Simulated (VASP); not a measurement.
Consider the following.

```
WO
1.0
    2.75682     0.00000     0.00000
   -1.37841     2.38748     0.00000
    0.00000     0.00000     6.49956
W O
2 2
Cartesian
  0.00000   0.00000   0.00000
  0.00000   0.00000   3.24978
  0.00000   1.59165   1.62489
  1.37841   0.79583   4.87467
```

Method: r2SCAN meta-GGA, VASP's PBE PAW potentials (set 64) (plane waves; VASP 6.6.1). Settings: 520 eV cut-off, 14×14×6 Γ-centred mesh, tetrahedra with Blöchl corrections, potentials W_sv O.

Unless said otherwise, spin-orbit coupling is left out, though it shifts the bands of the heavy elements here.

**Question.** What does the run give for the energy per atom (σ→0), band gap (over mesh and band path) with the smallest direct gap where there is one?

**Answer.** 
The band gap (over mesh and band path) is none (metal, semimetal or under 0.01 eV). The energy per atom (σ→0) is -2810.3 kJ/mol of atoms.

Total energies compare only between runs with the same potentials, cut-off and functional.

The structure was generated: WO was put into the NiAs type type (P6_3/mmc), which need not be its known phase. It was relaxed first, which changed the volume by -26 %.
